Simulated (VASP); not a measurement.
An input for Ansatz (written as the equivalent of a VASP run, and not itself run):

Ansatz 0.2 input:
```yaml
crystal:
  lattice:
    - [0.0000000, 2.5805000, 2.5805000]
    - [2.5805000, 0.0000000, 2.5805000]
    - [2.5805000, 2.5805000, 0.0000000]
  atoms:
    - { symbol: Mg, position: [0.0000000, 0.0000000, 0.0000000] }
    - { symbol: S, position: [0.5000000, 0.5000000, 0.5000000] }
kpoints:
  mp_grid: { grid: [9, 9, 9] }
hamiltonian:
  xc: pbe
  pseudopotentials: { kind: paw }
scf:
  occupations: { method: fermi_dirac, width: 0.01 }
  max_iter: 100
output: { forces: true, stress: true, eigenvalues: true }
```

**Question.** Translate this input to VASP (INCAR, KPOINTS, POSCAR, choice of POTCAR).

**Answer.** Several could match; the one computed here: 
### POSCAR
```
MgS
2.58050
  0.0000000000   1.0000000000   1.0000000000
  1.0000000000   0.0000000000   1.0000000000
  1.0000000000   1.0000000000   0.0000000000
Mg S
1 1
Cart
  0.0000000000   0.0000000000   0.0000000000
  1.0000000000   1.0000000000   1.0000000000
```

**INCAR**
```
! general
SYSTEM  =  MgS
PREC    =  Accurate
ENCUT   =  300
LREAL   =  .FALSE.   ! projection in real space or not
LASPH   =  .TRUE.   ! aspherical one-centre terms

! electronic loop
EDIFF   =  1E-6
NELM    =  100   ! most electronic steps
ALGO    =  Normal

! smearing
ISMEAR  =  -1   ! Fermi-Dirac
SIGMA   =  0.01   ! width (eV)

! functional
GGA     =  PE   ! PBE

! ions
ISIF    =  2   ! forces and stress, cell fixed

! output
LWAVE   =  .FALSE.
LCHARG  =  .FALSE.
```

### KPOINTS
```
Automatic mesh
0
Gamma
9 9 9
0 0 0
```

POTCAR, in this order: Mg S (PBE.64 set). Program: vasp_std.

Limits of the translation: each code has its own PAW files, so the cut-off isn't converted (ENCUT is set for VASP's; basis.ecutwfc is left out, and Ansatz then takes the one that its files recommend); Ansatz stops its SCF on the density residual and VASP on the energy change (EDIFF).

The structure is a typed MgS crystal (Fm-3m). The cell was not relaxed at this level.
